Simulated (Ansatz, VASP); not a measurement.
**MoI in VASP and in Ansatz**

```xyz
2
Lattice="0.0000 3.1575 3.1575 3.1575 0.0000 3.1575 3.1575 3.1575 0.0000" Properties=species:S:1:pos:R:3 pbc="T T T"
Mo    0.0000    0.0000    0.0000
I     4.7363    4.7363    4.7363
```

Change from the starting cell: volume scaled by 0.98.

Alike in both runs: task single point; functional PBE; k mesh 7 × 7 × 7; occupations fermi-dirac, width 0.05 eV; no spin polarisation.

|  | VASP | Ansatz |
| --- | --- | --- |
| version | VASP 6.6.1 | Ansatz 0.2.0 |
| potentials or method | VASP PAW PBE potentials, release 64 (Mo_sv, I), cutoff 520 eV | all-electron LAPW, scalar-relativistic |

```csv
,VASP,Ansatz,Ansatz less VASP
gap on the k mesh at the Fermi level (eV),none,none,-
pressure (GPa),-6.6,-6.6,+0.05
```

A gap of «none» marks a metal or a gap that the smearing closes. Ansatz ran all-electron here, so the differences hold the error of VASP's frozen core and of both bases.

Caveats: an odd number of electrons without spin polarisation forces a metal; a magnetic or distorted state may lie lower. The runs have no spin-orbit coupling, so splittings on I are missing.
